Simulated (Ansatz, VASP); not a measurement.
# KZnF3: VASP beside Ansatz

One calculation is typed for both programs; each brings its own data sets and cutoff. How far apart do they land?

Calculated with Ansatz 0.2.0; plane waves, with VASP 6.6.1 beside it; single point at PBE.

## (1) The starting structure

It takes space group Pm-3m (No. 221, cubic). The conventional cell has a = 4.050 Å, b = 4.050 Å, c = 4.050 Å, α = 90.00°, β = 90.00°, γ = 90.00°. Nearest to Zn lie 6 F at 2.02 Å. K has 12 F at 2.86 Å nearest. Nearest to F lie 2 Zn at 2.02 Å and 4 K at 2.86 Å. Farther neighbours and most contacts between anions are not listed.

As a file:

```
Zn K F
1.0
     4.05000    0.00000    0.00000
     0.00000    4.05000    0.00000
     0.00000    0.00000    4.05000
Zn K F
1 1 3
Direct
  0.50000 0.50000 0.50000
  0.00000 0.00000 0.00000
  0.50000 0.00000 0.50000
  0.00000 0.50000 0.50000
  0.50000 0.50000 0.00000
```

## (2) VASP: single point, PBE

A single point gives forces, pressure and levels at one fixed geometry, so differences don't come from the geometry; what else differs is listed under the comparison.

Lines of VASP's logs that name or quote its potential files are left out, and so is its time.

Input file INCAR:

```
SYSTEM = KZnF3
PREC = Accurate
ENCUT = 520
EDIFF = 1E-06
NELM = 100
ISMEAR = -1
SIGMA = 0.05
LREAL = .FALSE.
ALGO = Normal
GGA = PE
NBANDS = 27
LORBIT = 11
LWAVE = .FALSE.
LCHARG = .FALSE.
KPAR = 2
ISIF = 2
```

Input file POSCAR:

```
KZnF3
1.0
    4.0500000000      0.0000000000      0.0000000000
    0.0000000000      4.0500000000      0.0000000000
    0.0000000000      0.0000000000      4.0500000000
Zn K F
1 1 3
Direct
    0.5000000000      0.5000000000      0.5000000000
    0.0000000000      0.0000000000      0.0000000000
    0.5000000000      0.0000000000      0.5000000000
    0.0000000000      0.5000000000      0.5000000000
    0.5000000000      0.5000000000      0.0000000000
```

Input file KPOINTS:

```
Automatic mesh
0
Gamma
7 7 7
0 0 0
```

Potentials, in the order of the species: Zn, K_sv and F (PBE family, release 64).

On the command line:

```bash
$ mpirun -np 2 vasp_std
```

Numbers of over 12 decimals in the logs are rounded to 6 here.

Output:

```text
[banner, memory and clock lines left out]
running    2 mpi-ranks, on    1 nodes
 distrk:  each k-point on    1 cores,    2 groups
 distr:  one band on    1 cores,    1 groups

 POSCAR found type information on POSCAR ZnK F
 POSCAR found :  3 types and       5 ions
 LDA part: xc-table for (Slater+PW92), standard interpolation
 POSCAR, INCAR and KPOINTS ok, starting setup
 FFT: planning ... GRIDC
 FFT: planning ... GRID_SOFT
 FFT: planning ... GRID
 WAVECAR not read
 entering main loop
       N       E                     dE             d eps       ncg     rms          rms(c)
DAV:   1     0.445037105515E+03    0.44504E+03   -0.22601E+04  1080   0.188E+03
DAV:   2     0.144106640661E+02   -0.43063E+03   -0.41283E+03  1238   0.460E+02
DAV:   3    -0.216934913084E+02   -0.36104E+02   -0.35905E+02  1319   0.145E+02
DAV:   4    -0.225002996968E+02   -0.80681E+00   -0.80542E+00  1645   0.199E+01
DAV:   5    -0.225094885333E+02   -0.91888E-02   -0.91835E-02  1423   0.178E+00    0.115E+01
DAV:   6    -0.202304843944E+02    0.22790E+01   -0.72229E+00  1608   0.373E+01    0.704E+00
DAV:   7    -0.202862691680E+02   -0.55785E-01   -0.13841E+00  1191   0.778E+00    0.450E+00
DAV:   8    -0.202975977205E+02   -0.11329E-01   -0.48064E-01  1498   0.134E+01    0.151E+00
DAV:   9    -0.202641174557E+02    0.33480E-01   -0.87114E-02  1658   0.872E+00    0.492E-01
DAV:  10    -0.202626169214E+02    0.15005E-02   -0.57626E-02  1588   0.541E+00    0.249E-01
DAV:  11    -0.202625544499E+02    0.62471E-04   -0.91277E-03  1402   0.108E+00    0.113E-01
DAV:  12    -0.202626372129E+02   -0.82763E-04   -0.36596E-04  1210   0.158E-01    0.104E-01
DAV:  13    -0.202624840223E+02    0.15319E-03   -0.11725E-03  1698   0.108E+00    0.221E-02
DAV:  14    -0.202624894567E+02   -0.54343E-05   -0.15134E-04  1538   0.216E-01    0.102E-02
DAV:  15    -0.202624887387E+02    0.71799E-06   -0.15354E-05  1525   0.378E-02    0.294E-03
DAV:  16    -0.202624887239E+02    0.14793E-07   -0.72080E-07   708   0.956E-03
   1 F= -.20262489E+02 E0= -.20262489E+02  d E =-.676488E-10
```

OUTCAR, selected parts (step 2):

```text
ion  position               nearest neighbor table
   1  0.500  0.500  0.500-   3 2.02   4 2.02   5 2.02   5 2.02   3 2.02   4 2.02
   2  0.000  0.000  0.000-
   3  0.500  0.000  0.500-   1 2.02   1 2.02
   4  0.000  0.500  0.500-   1 2.02   1 2.02
   5  0.500  0.500  0.000-   1 2.02   1 2.02

  LATTYP: Found a simple cubic cell.
 ALAT       =     4.0500000000

 Subroutine GETGRP returns: Found 48 space group operations
 (whereof 48 operations were pure point group operations)

The static configuration has the point symmetry O_h .

 Found     20 irreducible k-points:

   k-points           NKPTS =     20   k-points in BZ     NKDIM =     20   number of bands    NBANDS=     27

   dimension x,y,z NGX =    30 NGY =   30 NGZ =   30
   dimension x,y,z NGXF=    60 NGYF=   60 NGZF=   60

   ENCUT  =  520.0 eV  38.22 Ry    6.18 a.u.   7.53  7.53  7.53*2*pi/ulx,y,z

   NELECT =      42.0000    total number of electrons

 k-points in reciprocal lattice and weights: Automatic mesh
   0.00000000  0.00000000  0.00000000       0.003
   0.14285714  0.00000000  0.00000000       0.017
   0.28571429  0.00000000  0.00000000       0.017
   0.42857143  0.00000000  0.00000000       0.017
   0.14285714  0.14285714  0.00000000       0.035
   0.28571429  0.14285714  0.00000000       0.070
   0.42857143  0.14285714  0.00000000       0.070
   0.28571429  0.28571429  0.00000000       0.035
   0.42857143  0.28571429  0.00000000       0.070
[...]
0.42857143  0.42857143  0.28571429       0.070
   0.42857143  0.42857143  0.42857143       0.023

 average (electrostatic) potential at core
       1 -36.7602       2 -35.0808       3 -78.2303       4 -78.2303       5 -78.2303

 E-fermi :   0.2639

 k-point     1 :       0.0000    0.0000    0.0000
  band No.  band energies     occupation
    ...
     17      -2.8184      2.00000
     18      -2.8184      2.00000
     19      -2.6119      2.00000
     20      -2.6119      2.00000
     21      -2.6119      2.00000
     22       3.0357      0.00000
     23       7.9407      0.00000
     24       7.9407      0.00000
     25       8.6495      0.00000
     26      10.2737      0.00000
    ...

 k-point     2 :       0.1429    0.0000    0.0000
  band No.  band energies     occupation
    ...
     17      -2.7896      2.00000
     18      -2.7896      2.00000
     19      -2.6164      2.00000
     20      -2.5987      2.00000
     21      -2.5987      2.00000
     22       3.4375      0.00000
     23       8.1018      0.00000
     24       8.1085      0.00000
     25       8.8457      0.00000
     26      10.2858      0.00000
    ...

 k-point     3 :       0.2857    0.0000    0.0000
  band No.  band energies     occupation
    ...
     17      -2.7716      2.00000
     18      -2.7716      2.00000
     19      -2.5342      2.00000
     20      -2.5342      2.00000
     21      -2.4975      2.00000
     22       4.4502      0.00000
     23       8.1412      0.00000
     24       8.5032      0.00000
     25       9.6328      0.00000
     26      10.3077      0.00000
    ...

  Total        2.0362933      2.0362933      2.0362933     -0.0000000     -0.0000000     -0.0000000
  in kB       49.1117993     49.1117993     49.1117993     -0.0000000     -0.0000000     -0.0000000
  external PRESSURE =      49.1117993 kB  Pullay stress =       0.0000000 kB

  energy-cutoff  :      520.00
  volume of cell :       66.43
      direct lattice vectors                 reciprocal lattice vectors
     4.050000000  0.000000000  0.000000000     0.246913580  0.000000000  0.000000000
     0.000000000  4.050000000  0.000000000     0.000000000  0.246913580  0.000000000
     0.000000000  0.000000000  4.050000000     0.000000000  0.000000000  0.246913580

 POSITION                                       TOTAL-FORCE (eV/Angst)
 -----------------------------------------------------------------------------------
      2.02500      2.02500      2.02500         0.000000      0.000000      0.000000
      0.00000      0.00000      0.00000         0.000000      0.000000      0.000000
      2.02500      0.00000      2.02500         0.000000      0.000000      0.000000
      0.00000      2.02500      2.02500         0.000000      0.000000      0.000000
      2.02500      2.02500      0.00000         0.000000      0.000000      0.000000
 -----------------------------------------------------------------------------------
    total drift:                                0.000000      0.000000     -0.000000

  FREE ENERGIE OF THE ION-ELECTRON SYSTEM (eV)
  ---------------------------------------------------
  free  energy   TOTEN  =       -20.2624887239 eV

  energy  without entropy=      -20.2624887238  energy(sigma->0) =      -20.26248872

 total charge
# of ion       s       p       d       tot
------------------------------------------
    1        0.342   0.373   9.955  10.670
    2        1.955   5.591   0.023   7.569
    3        1.734   4.368   0.000   6.102
    4        1.734   4.368   0.000   6.102
    5        1.734   4.368   0.000   6.102
--------------------------------------------------
tot          7.498  19.067   9.978  36.544

[... 3 further parts left out ...]
```

The gap is read on the k-mesh alone, so it is an upper bound where the band edges lie off the mesh. At this level the cell is under a pressure of 4.9 GPa, so at these settings it is away from equilibrium.

## (3) Ansatz: single point, PBE

Ansatz runs on its default PAW (the set named soft_2) files.

The same cell, functional, mesh and smearing now go to Ansatz, which takes its cutoff from its data sets.

Input file input.yaml:

```yaml
crystal:
  lattice:
    - [4.05, 0.0, 0.0]
    - [0.0, 4.05, 0.0]
    - [0.0, 0.0, 4.05]
  atoms:
    - { symbol: Zn, position: [0.5, 0.5, 0.5] }
    - { symbol: K, position: [0.0, 0.0, 0.0] }
    - { symbol: F, position: [0.5, 0.0, 0.5] }
    - { symbol: F, position: [0.0, 0.5, 0.5] }
    - { symbol: F, position: [0.5, 0.5, 0.0] }
hamiltonian:
  xc: pbe
  pseudopotentials: { kind: paw }
kpoints:
  mp_grid: { grid: [7, 7, 7] }
scf:
  occupations: { method: fermi_dirac, width: 0.05 }
  n_extra_bands: 5
output:
  forces: true
  stress: true
  eigenvalues: true
```

On the command line:

```bash
$ ansatz run input.yaml --threads 2 --pin off --max-ram 4608MiB --backend cpu --events-out ev --progress --plain --runs-dir out
```

Output:

```text
scf.n_extra_bands = 5 over 21 filled bands (N_el = 42.0): the run solves 26 bands
Engine: ansatz 0.2.0, aarch64-unknown-linux-gnu
Pseudopotentials: kind: paw
Pseudopotential: Zn, paw, valence charge 12, recommended cutoff 420 eV (normal), Zn.paw.azcp
Pseudopotential: K, paw, valence charge 9, recommended cutoff 420 eV (normal), K.paw.azcp
Pseudopotential: F, paw, valence charge 7, recommended cutoff 420 eV (normal), F.paw.azcp
Functional definition: PBE
  parameter kappa = 0.804
  parameter beta = 0.066725
  exchange = pbe_x(kappa = kappa, mu = beta*pi^2/3)
  correlation = pbe_c(beta = beta)
Crystal: 5 atoms, lattice volume = 66.430 Å³
Basis set: ecut = 420 eV, 1309 PW (Γ), exchange–correlation on 60×60×60 points (8 copies of the dense FFT grid, shifted against one another)
Bands: 26, of which v1, the nominal top of the filled ones, is band 21 counted from 1 (20 counted from 0)
Symmetry: 48 space group operations
Space group: Pm-3m (ITA 221), of the structure as read, at distance tolerance 4.1e-5 Å
k-points: 20 of 343
Non-local potential: Zn, projectors of the file, l = 0: 2, l = 1: 2, l = 2: 3, l = 3: 1
Non-local potential: K, projectors of the file, l = 0: 3, l = 1: 2, l = 2: 2
Non-local potential: F, projectors of the file, l = 0: 2, l = 1: 2, l = 2: 1
PAW form: soft (Blöchl's): semilocal exchange-correlation on the pseudo side does not see the compensation charge
PAW one-centre angular grid: Zn, 590 points (default); XC on 64 Gauss nodes
PAW one-centre angular grid: K, 110 points (default); XC on 64 Gauss nodes
PAW one-centre angular grid: F, 110 points (default); XC on 64 Gauss nodes
Initial density: superposition of atomic densities (neutral atoms: chi_scale 0, normalization atom), corrected by the library's trained network
Initial wavefunctions: pseudopotential atomic-orbital guess
Functional: x = pbe(κ = 0.804, μ = 0.219515), c = pbe(β = 0.066725)
SCF iter   1: F=—  HF=-7286.256863 eV  |F-HF|=—  |Δ(HF+E_count)|=         —  Δρ=5.23e-4  dr2=9.29e-5  ethr=1.77e-3  ⟨swp⟩=6.0  Hψ=2464  notcnv=0
preconditioner: auto → Resta (q_TF=auto, 2.528 Å⁻¹)  ε∞=3.9  [insulator: Δε(μ)=3.965 eV  Ē_g=17.247 eV  σ=0.050 eV  W_gap=1.00  n_scr=18 (ndim 8)  ℏωp=29.5 eV  f_vac=0.047  D(μ)=0.00/eV (n_scr^D=0)  ε∞_Penn≈3.9]
SCF iter   2: F=—  HF=-7286.257499 eV  |F-HF|=—  |Δ(HF+E_count)|=   6.36e-4  Δρ=2.97e-4  dr2=4.46e-5  ethr=2.21e-7  ⟨swp⟩=2.5  Hψ=1159  notcnv=0
SCF iter   3: F=—  HF=-7286.257637 eV  |F-HF|=—  |Δ(HF+E_count)|=   1.38e-4  Δρ=3.01e-4  dr2=3.43e-5  ethr=1.06e-7  ⟨swp⟩=2.0  Hψ=900  notcnv=0  defer=1
SCF iter   4: F=—  HF=-7286.257628 eV  |F-HF|=—  |Δ(HF+E_count)|=   9.30e-6  Δρ=7.54e-5  dr2=2.95e-6  ethr=8.18e-8  ⟨swp⟩=2.1  Hψ=750  notcnv=0  defer=1
SCF iter   5: F=—  HF=-7286.257628 eV  |F-HF|=—  |Δ(HF+E_count)|=   7.92e-7  Δρ=1.33e-5  dr2=1.27e-7  ethr=7.02e-9  ⟨swp⟩=2.0  Hψ=833  notcnv=0  defer=1
SCF iter   6: F=-7286.257629 eV  HF=-7286.257629 eV  |F-HF|=1.01e-7  |Δ(HF+E_count)|=   2.07e-7  Δρ=1.17e-5  dr2=6.07e-8  ethr=2.38e-10  ⟨swp⟩=7.2  Hψ=2220  notcnv=0
SCF 1 converged in 6 iterations: F = -7286.257629 eV  dr2 = 6.07e-8
  greatest PAW one-centre occupation: 0.994 electrons in one spin orbital (limit 2), on the Zn atom at site 0 (counted from 0), in its partial waves of l = 2
SCF converged after 6 iterations
Free energy (F): -7286.257629 eV
Harris-Foulkes:  -7286.257629 eV  (|F-HF|=1.01e-7)
Internal energy: -7286.257629 eV  (E = F + TS)
E sigma→0 (E₀):  -7286.257629 eV
Fermi energy:    6.202248 eV
--- Per-component energies (eV) ---
  E_band       = -149.180059
  E_kinetic    = 1007.002166
  E_local      = -4054.974735  (includes V_loc(G=0)·N_el)
  E_nonlocal   = 857.947153
  E_hartree    = 1602.091549
  E_xc         = -511.252339
  E_vxc        = -523.237733  (∫ρ·V_xc dr)
  E_paw        = -3220.933045  (= ΣΔE_a)
  E_vpaw       = -640.107156  (= ΣTr[D̂ρ^β])
  E_aug_tail   = 0.005808  (compensation charges beyond the density's cutoff)
  E_ewald      = -2966.144187
  E_smearing   = -0.000000  (= −TS)
  E_closure    = -0.000000  (closes the sum)
  Σ components = -7286.257629   (vs F -7286.257629, Δ=0.00e0)
--- Forces (eV/Å), atoms counted from 1 ---
  atom   1  Zn     0.00000000     0.00000000     0.00000000
  atom   2  K      0.00000000    -0.00000000     0.00000000
  atom   3  F      0.00000000    -0.00000000    -0.00000000
  atom   4  F      0.00000000    -0.00000000    -0.00000000
  atom   5  F      0.00000000     0.00000000    -0.00000000
  max |Σ_I F_I| component: 1.90e-28 eV/Å
--- Stress (GPa, compression-positive) ---
        4.553664       0.000000       0.000000
        0.000000       4.553664       0.000000
        0.000000       0.000000       4.553664
  P = ⅓ Tr σ = 4.5537 GPa (45.537 kbar)
--- Band table (eV; the first three rows and the last of 20) ---
  k-point 0: bands = [... 17 lower, 2.1864, 2.3941, 2.3941, 2.3941, 8.0832, 12.9604, 12.9604, 13.6839, ... 1 higher]
  k-point 1: bands = [... 17 lower, 2.2133, 2.3795, 2.4049, 2.4049, 8.4832, 13.1208, 13.1264, 13.8775, ... 1 higher]
  k-point 2: bands = [... 17 lower, 2.2323, 2.4616, 2.4616, 2.4783, 9.4930, 13.1636, 13.5159, 14.6503, ... 1 higher]
  k-point 19: bands = [... 17 lower, 2.6977, 2.7325, 4.0989, 4.0989, 12.5400, 12.8992, 12.8992, 14.6850, ... 1 higher]
```

Run time: 2 s. Hardware: 2 threads of Arm Neoverse N1, shared host; peak memory 0.34 GiB.

In the SCF lines HF is the Harris–Foulkes energy and dr2 the Hartree energy of the density residual, in eV; the loop may stop once dr2 is under the threshold and the program's other checks hold. Hψ counts applications of the Hamiltonian.

The run ends at a pressure of 4.55 GPa.

## (4) Comparison

Known differences besides the potentials themselves: the cutoff is 420 eV in Ansatz and 520 eV in VASP; VASP leaves aspherical gradient terms in its spheres out (LASPH is not set), Ansatz keeps them. Total energies have different zeros and are not compared.

Both answers:

```
                                        quantity  Ansatz   VASP  difference
                                  pressure (GPa)    4.55   4.91       -0.36
pressure without Ansatz's Pulay correction (GPa)    3.94   4.91       -0.97
                          gap on the k mesh (eV)   3.974  3.906      +0.068
```

A gap on the mesh is an upper bound, since the band edges may lie between its points. Ansatz's pressure holds a Pulay correction of 0.61 GPa; VASP's holds none.

## (5) Summary of results

| Quantity | Value |
| --- | --- |
| difference in gap on the k mesh (single point, PBE) | 0.068 eV |

In words: The difference in gap on the k mesh is 0.068 eV (single point, PBE), within the 0.08 eV picked in this series as the mark of a large difference. Such differences can come from data sets, numerical settings and the points named under the comparisons, not from the functional's error against experiment.

[Lines on the potential files, build, host, timing and source positions are cut from VASP's logs without a mark.]

[Logs are printed without paths, hosts, clocks, repeated set-up lines and the standing remarks that a program may print on its own settings, such as how far it seeks lower states.]

[Hosts, paths, dates, database ids (printed as entryN), source tags and the programs' standing remarks are cut or masked in the printed files.]
